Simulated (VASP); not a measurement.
Data:

```xyz
1
Lattice="-1.5365 1.5365 1.5365 1.5365 -1.5365 1.5365 1.5365 1.5365 -1.5365" Properties=species:S:1:pos:R:3 pbc="T T T"
Os     0.0000     0.0000     0.0000
```

These are r2SCAN meta-GGA, VASP's PBE PAW potentials (set 64) (plane waves; VASP) values and carry that method's errors. Numerical set-up: 400 eV cut-off, 15×15×15 Γ-centred mesh, first-order Methfessel-Paxton smearing of 0.10 eV, potentials Os.

Unless said otherwise, spin-orbit coupling is left out, though it shifts the bands of the heavy elements here.

### Question
What does the run give for the energy per atom (σ→0), band gap (on the k-mesh) with the smallest direct gap where there is one?

### Answer

```
Property                                                    Result
------------------------  ----------------------------------------
band gap (on the k-mesh)  none (metal, semimetal or under 0.01 eV)
energy per atom (σ→0)                              -52.081 eV/atom
```

Total energies compare only between runs with the same potentials, cut-off and functional.

The structure was generated: Os was put into the bcc type (Im-3m), which need not be its known phase. It was relaxed first. The start is the result of an earlier pass.
